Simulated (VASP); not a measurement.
```
Cu2SnZnS4
1.0
   -2.63860     2.63860     5.27809
    2.63860    -2.63860     5.27809
    2.63860     2.63860    -5.27809
Zn Cu Sn S
1 2 1 4
Direct
  0.75000   0.25000   0.50000
  0.00000   0.00000   0.00000
  0.25000   0.75000   0.50000
  0.50000   0.50000   0.00000
  0.36432   0.37124   0.47758
  0.62876   0.10634   0.99308
  0.89366   0.88674   0.52242
  0.11326   0.63568   0.00692
```

All values below come from PBE GGA, VASP's PBE PAW potentials (set 64) (plane waves; VASP). Run with 300 eV cut-off, 5×5×5 Γ-centred mesh, Fermi-Dirac smearing of 0.050 eV, potentials Zn Cu Sn_d S.

Unless said otherwise, spin-orbit coupling is left out, though it shifts the bands of the heavy elements here.

Question: Give the energies of bands 27 to 40 at the high-symmetry points, in eV from the valence-band maximum.

Answer: 
```tsv
band	Γ	X	P	N	M	S	R
27	-2.49	-2.30	-2.33	-2.29	-2.60	-2.34	-2.31
28	-2.48	-2.25	-2.31	-2.26	-2.33	-2.25	-2.26
29	-2.23	-2.13	-2.07	-2.15	-2.28	-2.17	-2.16
30	-1.93	-1.99	-1.97	-2.00	-2.18	-1.96	-2.08
31	-1.93	-1.55	-1.54	-1.89	-1.41	-1.80	-1.60
32	-1.92	-1.44	-1.51	-1.48	-1.36	-1.79	-1.47
33	-1.73	-0.94	-0.92	-1.37	-1.36	-1.56	-0.98
34	-0.06	-0.83	-0.92	-1.33	-1.29	-1.28	-0.89
35	-0.06	-0.62	-0.70	-1.23	-1.04	-0.81	-0.81
36	0.00	-0.51	-0.66	-0.61	-1.04	-0.69	-0.71
37	0.50	0.89	1.16	1.96	1.52	1.83	1.14
38	1.87	2.46	3.04	3.19	1.92	2.39	2.68
39	2.90	3.25	3.17	3.42	1.92	3.23	3.71
40	3.80	4.18	3.68	4.24	2.32	4.00	3.95
```

The gap is direct, 0.50 eV, from the valence maximum at Γ to the conduction minimum at Γ.

The structure comes from a computed database's ZnCu2SnS4 entry, a phase known from measurement. The cell was not relaxed at this level.
